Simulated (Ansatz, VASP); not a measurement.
# Cross-check of Ta between VASP and Ansatz

One calculation is typed for both programs; each brings its own data sets. How far apart do they land? The structure shown is the start of the Ansatz relaxation below; VASP solves that cell, so the two are compared at the walk's first step.

Main program and level: Ansatz 0.2.0; plane waves, with VASP 6.6.1 beside it; single point at PBE.

## (1) The structure

The cell holds 5 atoms: 5 Ta. Its edges and angles: a = 2.858 Å, b = 2.858 Å, c = 42.468 Å, α = 90.0°, β = 90.0°, γ = 70.5°. Vacuum lies along c. The height across the vacuum is the one that the program set for its solve, not the one typed.

Structure file:

```cif
data_structure
_symmetry_space_group_name_H-M 'P 1'
_symmetry_Int_Tables_number 1
_cell_length_a 2.8579
_cell_length_b 2.8579
_cell_length_c 42.4676
_cell_angle_alpha 90.000
_cell_angle_beta 90.000
_cell_angle_gamma 70.529
_cell_volume 327.02
loop_
_atom_site_label
_atom_site_type_symbol
_atom_site_fract_x
_atom_site_fract_y
_atom_site_fract_z
_atom_site_occupancy
Ta1 Ta 0.00000 0.00000 0.15306 1
Ta2 Ta 0.50000 0.50000 0.20800 1
Ta3 Ta 0.00000 0.00000 0.26295 1
Ta4 Ta 0.50000 0.50000 0.31790 1
Ta5 Ta 0.00000 0.00000 0.37284 1
```

## (2) Ansatz: relaxation, PBE

Ansatz runs on its default PAW (the set named soft_2) files.

The two programs are compared at the cell with which this relaxation starts, whose forces are those of its first step.

The input, input.yaml:

```yaml
crystal:
  lattice:
    - [1.65, 2.33345, 0.0]
    - [-1.65, 2.33345, 0.0]
    - [0.0, 0.0, 22.33381]
  atoms:
    - { symbol: Ta, position: [0.0, 0.0, 0.291039] }
    - { symbol: Ta, position: [0.5, 0.5, 0.395519] }
    - { symbol: Ta, position: [0.0, 0.0, 0.5] }
    - { symbol: Ta, position: [0.5, 0.5, 0.604481] }
    - { symbol: Ta, position: [0.0, 0.0, 0.708961] }
  periodic: [true, true, false]
kpoints:
  mp_grid: { grid: [14, 14, 1] }
hamiltonian:
  xc: pbe
scf:
  occupations: { method: gaussian, width: 0.1 }
output:
  forces: true
  stress: true
  eigenvalues: true
  write_density: true
  write_potential: true
  elf: true
  volumetric_format: npy
relax:
  adjacent_minimum: "off"
  f_tol: 0.005
  max_steps: 80
  cell: { stress_2d_tol: 0.02 }
```

On the command line:

```console
$ ansatz run input.yaml --threads 8 --pin off --max-ram 14336MiB --backend cpu --events-out ev --progress --plain --runs-dir out
```

Numbers of over 12 decimals in the logs are rounded to 6 here.

Log:

```text
Warning: crystal.periodic: the lattice vector that does not repeat stood 0.000° off the slab's normal, 22.334 Å along it as the deck builds it. The run solves the slab on a vector along the normal, 42.468 Å long, with every atom where it was (on the deck's vector they left 13.00 Å outside them, and the widest stretch free of ions among them is 2.33 Å). A fractional position that the run reports is one of the run's ce [...]
crystal.periodic: the lattice vector that does not repeat stood 0.000° off the slab's normal, 22.334 Å along it as the deck builds it. The run solves the slab on a vector along the normal, 42.468 Å long, with every atom where it was (on the deck's vector they left 13.00 Å outside them, and the widest stretch free of ions among them is 2.33 Å). A fractional position that the run reports is one of the run's cell, which [...]
Engine: ansatz 0.2.0, aarch64-unknown-linux-gnu
Pseudopotentials: kind: paw
Pseudopotential: Ta, paw, valence charge 13, recommended cutoff 420 eV (normal), Ta.paw.azcp
Functional definition: PBE
  parameter kappa = 0.804
  parameter beta = 0.066725
  exchange = pbe_x(kappa = kappa, mu = beta*pi^2/3)
  correlation = pbe_c(beta = beta)
Crystal: 5 atoms, lattice volume = 327.017 Å³
Basis set: ecut = 420 eV, 6419 PW (Γ), exchange–correlation on 40×40×576 points (8 copies of the dense FFT grid, shifted against one another)
Bands: 39, of which v1, the nominal top of the filled ones, is band 33 counted from 1 (32 counted from 0)
Symmetry: 8 space group operations
Space group: Cmmm (ITA 65), of the structure as read, at distance tolerance 6.9e-5 Å
k-points: 57 of 196
Non-local potential: Ta, projectors of the file, l = 0: 3, l = 1: 2, l = 2: 2, l = 3: 1
PAW form: soft (Blöchl's): semilocal exchange-correlation on the pseudo side does not see the compensation charge
PAW one-centre angular grid: Ta, 590 points (default); XC on 64 Gauss nodes
Initial density: superposition of atomic densities (neutral atoms: chi_scale 0, normalization atom), corrected by the library's trained network
Initial wavefunctions: pseudopotential atomic-orbital guess
Functional: x = pbe(κ = 0.804, μ = 0.219515), c = pbe(β = 0.066725)
SCF iter   1: F=—  HF=-49659.060219 eV  |F-HF|=—  |Δ(HF+E_count)|=         —  Δρ=6.37e-3  dr2=4.53e0  ethr=1.77e-3  ⟨swp⟩=13.7  Hψ=15728  notcnv=0
preconditioner: auto → LDOS  [metal: Δε(μ)=0.022 eV  Ē_g=3.783 eV  σ=0.100 eV  W_gap=0.13  n_scr=28 (ndim 8)  ℏωp=10.3 eV  f_vac=0.671  D(μ)=5.18/eV (n_scr^D=22)  β→1.0]
SCF iter   2: F=—  HF=-49658.970455 eV  |F-HF|=—  |Δ(HF+E_count)|=   8.98e-2  Δρ=2.22e-3  dr2=2.97e-1  ethr=1.77e-3  ⟨swp⟩=3.8  Hψ=3164  notcnv=0  defer=51
SCF iter   3: F=—  HF=-49658.964531 eV  |F-HF|=—  |Δ(HF+E_count)|=   5.92e-3  Δρ=3.30e-4  dr2=9.66e-4  ethr=4.57e-4  ⟨swp⟩=2.2  Hψ=3009  notcnv=0  defer=64
[...]
SCF 8 converged in 6 iterations: F = -49659.005175 eV  dr2 = 4.35e-11
relax step   8: F+E_penalty+E_count = -49659.00517540 eV  Δ(F+E_penalty+E_count) = -4.721e-6 eV  max|allowed force component| = 5.259e-5 eV/Å  Δτ_max = 0.0004 Å  P = -0.000 N/m  Ω = 321.194 Å³  energy of the carried Pulay correction = +3.923e-6 eV  fix = [c, alpha, beta]  reactions: c +0.000 N/m  (6 SCF iters, dr2 threshold 2.91e-10 eV, accepted)
iter 1 solved again at ethr=2.07e-6 eV; its pass at ethr=3.10e-3 eV (dr2=1.34e-3 eV) is discarded
SCF iter   1: F=—  HF=-49659.004955 eV  |F-HF|=—  |Δ(HF+E_count)|=         —  Δρ=1.60e-6  dr2=7.08e-9  ethr=2.07e-6  ⟨swp⟩=6.3  Hψ=23774  notcnv=0
eigensolver tolerance schedule: the retry pair's looser diagonalisation over-reported the residual by 189891.18 of it (diagonalisation noise at an unbounded share of the residual, at the tolerance the schedule requests for it); recorded, not acted on — ethr = c·dr2/N_el stays at c = 1.0e-1
SCF iter   2: F=—  HF=-49659.005171 eV  |F-HF|=—  |Δ(HF+E_count)|=   2.15e-4  Δρ=2.05e-6  dr2=9.42e-9  ethr=1.09e-11  ⟨swp⟩=9.2  Hψ=12561  notcnv=0
SCF iter   3: F=—  HF=-49659.005171 eV  |F-HF|=—  |Δ(HF+E_count)|=  8.00e-11  Δρ=8.52e-7  dr2=1.58e-9  ethr=1.09e-11  ⟨swp⟩=3.7  Hψ=4918  notcnv=0
SCF iter   4: F=—  HF=-49659.005171 eV  |F-HF|=—  |Δ(HF+E_count)|=  1.67e-10  Δρ=4.72e-7  dr2=5.49e-10  ethr=2.44e-12  ⟨swp⟩=2.2  Hψ=3310  notcnv=0
SCF iter   5: F=—  HF=-49659.005171 eV  |F-HF|=—  |Δ(HF+E_count)|=  1.24e-10  Δρ=2.67e-7  dr2=1.87e-10  ethr=1.00e-12  ⟨swp⟩=2.4  Hψ=3964  notcnv=0
SCF iter   6: F=—  HF=-49659.005171 eV  |F-HF|=—  |Δ(HF+E_count)|=    0.00e0  Δρ=1.80e-7  dr2=8.52e-11  ethr=1.00e-12  ⟨swp⟩=1.6  Hψ=2607  notcnv=0
SCF iter   7: F=—  HF=-49659.005171 eV  |F-HF|=—  |Δ(HF+E_count)|=  2.62e-10  Δρ=9.87e-8  dr2=2.46e-11  ethr=1.00e-12  ⟨swp⟩=1.6  Hψ=2577  notcnv=0
SCF iter   8: F=-49659.005171 eV  HF=-49659.005171 eV  |F-HF|=2.62e-10  |Δ(HF+E_count)|=  8.73e-11  Δρ=1.19e-8  dr2=4.45e-13  ethr=1.00e-12  ⟨swp⟩=16.9  Hψ=19386  notcnv=0
SCF 9 converged in 8 iterations: F = -49659.005171 eV  dr2 = 4.45e-13
relax step   9: F+E_penalty+E_count = -49659.00517065 eV  Δ(F+E_penalty+E_count) = +4.751e-6 eV  max|allowed force component| = 5.333e-5 eV/Å  Δτ_max = 0.0000 Å  P = -0.000 N/m  Ω = 321.194 Å³  fix = [c, alpha, beta]  reactions: c +0.000 N/m  stress off target by 4.02e-4 N/m on what of the cell is left free  SCF on the basis re-selected at this cell (its energy is not comparable with the rows above)  (8 SCF iters)
basis re-selected at this cell: Δ(F+E_penalty+E_count) = +4.751e-6 eV, ΔP = -0.000 N/m vs the last step (what re-selecting the basis moved, of the pressure what is left beyond the Pulay correction that the steps carried, after the strain that the cell walked since its last selection, with what the two solves' SCF thresholds leave and, on support functions, any second-order correction that the steps lacked; it is no m [...]
WARN: The output density's exchange-correlation potential varies sharply where the density is thin. Do not read a vacuum level from v_tot or v_xc, or from such a field of the output density. On a cell that repeats whose density bears no net charge and no dipole along the vacuum's axis use v_es (v_loc + v_h of the components); under efield.dipole_correction with no amplitude use v_es + v_field, which holds any externa [...]
SCF converged after 8 iterations
Free energy (F): -49659.005171 eV
Harris-Foulkes:  -49659.005171 eV  (|F-HF|=2.62e-10)
Internal energy: -49658.973968 eV  (E = F + TS)
E sigma→0 (E₀):  -49658.989569 eV
Entropy (-TS):   -0.031203 eV (-6.241 meV/atom)
Fermi energy:    -4.795125 eV
--- Per-component energies (eV) ---
  E_band       = -2044.755490
  E_kinetic    = 1827.125961
  E_local      = -344399.162122  (includes V_loc(G=0)·N_el)
  E_nonlocal   = 75.444703
  E_hartree    = 171016.716767
  E_xc         = -1089.835351
  E_vxc        = -1016.946747  (∫ρ·V_xc dr)
  E_paw        = -41983.148698  (= ΣΔE_a)
  E_vpaw       = -564.651609  (= ΣTr[D̂ρ^β])
  E_aug_tail   = 0.000747  (compensation charges beyond the density's cutoff)
  E_ewald      = 164893.884025
  E_smearing   = -0.031203  (= −TS)
  E_closure    = 0.000000  (closes the sum)
  Σ components = -49659.005171   (vs F -49659.005171, Δ=0.00e0)
--- Forces (eV/Å), atoms counted from 1 ---
  atom   1  Ta     0.00000000     0.00000000    -0.00001515
  atom   2  Ta     0.00000000    -0.00000000    -0.00005333
  atom   3  Ta     0.00000000     0.00000000     0.00000000
  atom   4  Ta     0.00000000    -0.00000000     0.00005333
  atom   5  Ta     0.00000000     0.00000000     0.00001515
  max |Σ_I F_I| component: 3.39e-21 eV/Å
--- 2D stress c σ (N/m, compression-positive) ---
       -0.000040       0.000000       0.000000
        0.000000      -0.000402       0.000000
        0.000000       0.000000       0.000000
  P = ½ c Tr σ = -0.0002 N/m
--- Band table (eV; the first three rows and the last of 57) ---
  k-point 0: bands = [... 29 lower, -5.2311, -4.8526, -4.5906, -4.4403, -4.3705, -4.1408, -3.6314, -3.5832, ... 2 higher]
  k-point 1: bands = [... 29 lower, -5.2770, -4.8532, -4.6532, -4.5416, -4.3734, -4.1681, -3.8233, -3.6119, ... 2 higher]
  k-point 2: bands = [... 29 lower, -5.4292, -5.0067, -4.8448, -4.6940, -4.6382, -4.3570, -3.8182, -3.5137, ... 2 higher]
  k-point 56: bands = [... 29 lower, -5.1762, -4.9128, -3.5243, -2.9603, -2.9583, -2.5997, -2.3036, -1.6762, ... 2 higher]
--- Relaxed structure (7 steps of the walk, 6 accepted, 2 SCFs on fresh bases) ---
  F+E_penalty+E_count = -49659.00517065 eV   max|allowed force component| = 5.333e-5 eV/Å   (the final SCF, on the basis selected at the relaxed cell)
  cell:  # Å, volume = 321.1945 Å³
    - [1.634070, 2.314247, 0.0]
    - [-1.634070, 2.314247, 0.0]
    - [0.0, 0.0, 42.46758108564]
  atoms:
    - { symbol: Ta, position: [0, 0, 0.153047] }
    - { symbol: Ta, position: [0.500000, 0.500000, 0.207008] }
    - { symbol: Ta, position: [0, 0, 0.262951] }
    - { symbol: Ta, position: [0.500000, 0.500000, 0.318894] }
    - { symbol: Ta, position: [0, 0, 0.372856] }
```

In the SCF lines HF is the Harris–Foulkes energy and dr2 the Hartree energy of the density residual, in eV; the loop may stop once dr2 is under the threshold and the program's other checks hold. Hψ counts applications of the Hamiltonian.

## (3) VASP: single point, PBE, start cell, pair 1

The same cell, functional, mesh and smearing now go to VASP, with its own data sets.

Lines of VASP's logs that name or quote its potential files are left out, and so is its time.

The input, INCAR:

```
SYSTEM = Ta
PREC = Accurate
ENCUT = 400
EDIFF = 1E-06
NELM = 120
ISMEAR = 0
SIGMA = 0.1
LREAL = .FALSE.
ALGO = Normal
GGA = PE
NBANDS = 34
LASPH = .TRUE.
LORBIT = 11
LWAVE = .FALSE.
LCHARG = .FALSE.
ISIF = 2
LDIPOL = .TRUE.
IDIPOL = 3
DIPOL = 0.5 0.5 0.263
LVHAR = .TRUE.
GGA_COMPAT = .FALSE.
NELMDL = -8
KPAR = 2
```

The input, POSCAR:

```
Ta
1.0
    1.6500000000      2.3334500000      0.0000000000
   -1.6500000000      2.3334500000      0.0000000000
    0.0000000000      0.0000000000     42.4675810000
Ta
5
Direct
    0.0000000000      0.0000000000      0.1530581645
    0.5000000000      0.5000000000      0.2080044540
    0.0000000000      0.0000000000      0.2629512851
    0.5000000000      0.5000000000      0.3178981162
    0.0000000000      0.0000000000      0.3728444057
```

The input, KPOINTS:

```
Automatic mesh
0
Gamma
14 14 1
0 0 0
```

Potentials, in the order of the species: Ta_pv (PBE family, release 64).

On the command line:

```console
$ mpirun -np 2 vasp_std
```

Log:

```text
[banner, memory and clock lines left out]
running    2 mpi-ranks, on    1 nodes
 distrk:  each k-point on    1 cores,    2 groups
 distr:  one band on    1 cores,    1 groups

 POSCAR found type information on POSCAR Ta
 POSCAR found :  1 types and       5 ions
 LDA part: xc-table for (Slater+PW92), standard interpolation
 POSCAR, INCAR and KPOINTS ok, starting setup
 FFT: planning ... GRIDC
 FFT: planning ... GRID_SOFT
 FFT: planning ... GRID
 WAVECAR not read
 entering main loop
       N       E                     dE             d eps       ncg     rms          rms(c)
DAV:   1     0.361044947231E+03    0.36104E+03   -0.27819E+04  5356   0.109E+03
DAV:   2    -0.422156921527E+02   -0.40326E+03   -0.39757E+03  4694   0.315E+02
DAV:   3    -0.605358020712E+02   -0.18320E+02   -0.17879E+02  4870   0.594E+01
DAV:   4    -0.614006741746E+02   -0.86487E+00   -0.84919E+00  5752   0.991E+00
DAV:   5    -0.614207922236E+02   -0.20118E-01   -0.20023E-01  5466   0.145E+00
DAV:   6    -0.614216077774E+02   -0.81555E-03   -0.81435E-03  5840   0.247E-01
DAV:   7    -0.614216366238E+02   -0.28846E-04   -0.28824E-04  5480   0.429E-02
DAV:   8    -0.614216386902E+02   -0.20664E-05   -0.20656E-05  5038   0.838E-03    0.292E+01
DAV:   9    -0.766634818124E+02   -0.15242E+02   -0.18317E+02  5782   0.556E+01    0.196E+01
DAV:  10    -0.840259156139E+02   -0.73624E+01   -0.57699E+02  6076   0.539E+01    0.216E+01
DAV:  11    -0.607609814502E+02    0.23265E+02   -0.13364E+02  5164   0.313E+01    0.106E+01
DAV:  12    -0.570945969346E+02    0.36664E+01   -0.21933E+01  5540   0.137E+01    0.452E+00
DAV:  13    -0.570254127810E+02    0.69184E-01   -0.16120E+00  5402   0.446E+00    0.324E+00
DAV:  14    -0.569407409637E+02    0.84672E-01   -0.12213E-01  5286   0.171E+00    0.253E+00
[...]
DAV:  25    -0.567847970238E+02   -0.25109E-04   -0.28065E-06  3732   0.101E-02    0.273E-03
DAV:  26    -0.567848395187E+02   -0.42495E-04   -0.28478E-06  2926   0.501E-03    0.143E-03
DAV:  27    -0.567848546027E+02   -0.15084E-04   -0.67109E-07  2910   0.326E-03    0.982E-04
DAV:  28    -0.567848751604E+02   -0.20558E-04   -0.59983E-07  2706   0.193E-03    0.749E-04
DAV:  29    -0.567848786735E+02   -0.35131E-05   -0.16632E-07  2620   0.165E-03    0.373E-04
DAV:  30    -0.567848808527E+02   -0.21792E-05   -0.32972E-08  2256   0.769E-04    0.180E-04
DAV:  31    -0.567848821340E+02   -0.12814E-05   -0.32094E-08  2302   0.544E-04    0.159E-04
DAV:  32    -0.567848823409E+02   -0.20685E-06   -0.55730E-09  2188   0.294E-04
   1 F= -.56784882E+02 E0= -.56769015E+02  d E =-.317337E-01
```

Parts of OUTCAR (step 3):

```text
ion  position               nearest neighbor table
   1  0.000  0.000  0.153-   2 2.86   2 2.86   2 3.30   2 3.30
   2  0.500  0.500  0.208-   1 2.86   1 2.86   3 2.86   3 2.86   1 3.30   1 3.30   3 3.30   3 3.30

  LATTYP: Found a base centered orthorhombic cell.
 ALAT       =     3.3000000000
 B/A-ratio  =     1.4142121212
 C/A-ratio  =    12.8689639394

 Subroutine GETGRP returns: Found  8 space group operations
 (whereof  4 operations were pure point group operations)

The static configuration has the point symmetry C_2v.
 The point group associated with its full space group is D_2h.

 Found     57 irreducible k-points:

   k-points           NKPTS =     57   k-points in BZ     NKDIM =     57   number of bands    NBANDS=     34

   dimension x,y,z NGX =    20 NGY =   20 NGZ =  280
   dimension x,y,z NGXF=    40 NGYF=   40 NGZF=  560

   ENCUT  =  400.0 eV  29.40 Ry    5.42 a.u.   4.66  4.66 69.25*2*pi/ulx,y,z

   NELECT =      55.0000    total number of electrons

 k-points in reciprocal lattice and weights: Automatic mesh
   0.00000000  0.00000000  0.00000000       0.005
   0.07142857  0.00000000  0.00000000       0.020
   0.14285714  0.00000000  0.00000000       0.020
   0.21428571 -0.00000000  0.00000000       0.020
   0.28571429  0.00000000  0.00000000       0.020
   0.35714286  0.00000000  0.00000000       0.020
   0.42857143 -0.00000000  0.00000000       0.020
   0.50000000 -0.00000000  0.00000000       0.010
   0.07142857  0.07142857  0.00000000       0.010
[...]
-0.42857143  0.42857143  0.00000000       0.010
   0.50000000  0.50000000  0.00000000       0.005

 dipolmoment           0.000000      0.000000      0.000001 electrons x Angstroem

 average (electrostatic) potential at core
       1 -44.2903       2 -43.8575       3 -43.7836       4 -43.8575       5 -44.2902

 E-fermi :  -1.8837

 k-point     1 :       0.0000    0.0000    0.0000
  band No.  band energies     occupation
    ...
     22      -3.0756      2.00000
     23      -2.5474      2.00000
     24      -2.2494      2.00000
     25      -2.2432      2.00000
     26      -1.9477      1.63466
     27      -1.6250      0.00025
     28      -1.4529      0.00000
     29      -1.3749      0.00000
     30      -1.2444      0.00000
     31      -0.8473      0.00000
    ...

 k-point     2 :       0.0714    0.0000    0.0000
  band No.  band energies     occupation
    ...
     22      -3.0537      2.00000
     23      -2.5361      2.00000
     24      -2.3087      2.00000
     25      -2.2818      2.00000
     26      -1.9432      1.60038
     27      -1.7247      0.02459
     28      -1.6087      0.00010
     29      -1.4166      0.00000
     30      -1.2001      0.00000
     31      -0.8900      0.00000
    ...

 k-point     3 :       0.1429    0.0000    0.0000
  band No.  band energies     occupation
    ...
     23      -2.5380      2.00000
     24      -2.4910      2.00000
     25      -2.4347      2.00000
     26      -2.0739      1.99284
     27      -1.9455      1.61776
     28      -1.8328      0.47141
     29      -1.6654      0.00202
     30      -1.4191      0.00000
     31      -0.8647      0.00000
     32      -0.6585      0.00000
    ...

  Total       -2.3658910     -2.4533090     -1.1538820      0.0000000      0.0000000      0.0000000
  in kB      -11.5913856    -12.0196790     -5.6533000      0.0000000      0.0000000      0.0000000
  external PRESSURE =      -9.7547882 kB  Pullay stress =       0.0000000 kB

  energy-cutoff  :      400.00
  volume of cell :      327.02
      direct lattice vectors                 reciprocal lattice vectors
     1.650000000  2.333450000  0.000000000     0.303030303  0.214275001  0.000000000
    -1.650000000  2.333450000  0.000000000    -0.303030303  0.214275001  0.000000000
     0.000000000  0.000000000 42.467581000     0.000000000  0.000000000  0.023547374

 POSITION                                       TOTAL-FORCE (eV/Angst)
 -----------------------------------------------------------------------------------
      0.00000      0.00000      6.50001         0.000000      0.000000      0.333629
      0.00000      2.33345      8.83345         0.000000      0.000000     -0.431921
      0.00000      0.00000     11.16690         0.000000      0.000000     -0.000000
      0.00000      2.33345     13.50036         0.000000      0.000000      0.431921
      0.00000      0.00000     15.83380         0.000000     -0.000000     -0.333629
 -----------------------------------------------------------------------------------
    total drift:                                0.000000      0.000000      0.000154

  FREE ENERGIE OF THE ION-ELECTRON SYSTEM (eV)
  ---------------------------------------------------
  free  energy   TOTEN  =       -56.7848823409 eV

  energy  without entropy=      -56.7531486349  energy(sigma->0) =      -56.76901549

 vacuum level on the upper side and lower side of the slab         2.942         2.942

 total charge
# of ion       s       p       d       tot
------------------------------------------
    1        0.375   6.089   2.373   8.837
    2        0.372   6.176   2.376   8.924
    3        0.371   6.183   2.373   8.927
    4        0.372   6.176   2.376   8.924
    5        0.375   6.089   2.373   8.837
--------------------------------------------------
tot          1.865  30.713  11.872  44.449

[... 3 further parts left out ...]
```

The run ends at a pressure of -0.98 GPa, with forces up to 0.43 eV/Å.

## (4) Side by side

Known differences besides the potentials themselves: Ansatz cuts the interaction across the vacuum, VASP repeats the sheet with a dipole correction; the data sets hold 65 valence electrons in Ansatz (on its default PAW (the set named soft_2) files) and 55 in VASP; the cutoff is 420 eV in Ansatz and 400 eV in VASP. Total energies have different zeros and are not compared.

Forces (eV/Å; atoms numbered as in POSCAR):

```csv
atom,"Ansatz x, y, z","VASP x, y, z"
Ta1,"0.000, 0.000, 0.336","0.000, 0.000, 0.334"
Ta2,"0.000, 0.000, -0.425","0.000, 0.000, -0.432"
Ta3,"0.000, 0.000, 0.000","0.000, 0.000, 0.000"
Ta4,"0.000, 0.000, 0.425","0.000, 0.000, 0.432"
Ta5,"0.000, 0.000, -0.336","0.000, 0.000, -0.334"
```

The forces differ by 2.6 meV/Å r.m.s., which is 1.3 % of the r.m.s. force of 0.199 eV/Å (both taken over all components). With vacuum in the cell, a pressure given here is an average over mostly empty space and none of the material.

(Continued in part 2 of 2.)

[Lines on the potential files, build, host, timing and source positions are cut from VASP's logs without a mark.]

[Logs are printed without paths, hosts, clocks, repeated set-up lines and the standing remarks that a program may print on its own settings, such as how far it seeks lower states.]

[Hosts, paths, dates, database ids (printed as entryN), source tags and the programs' standing remarks are cut or masked in the printed files.]
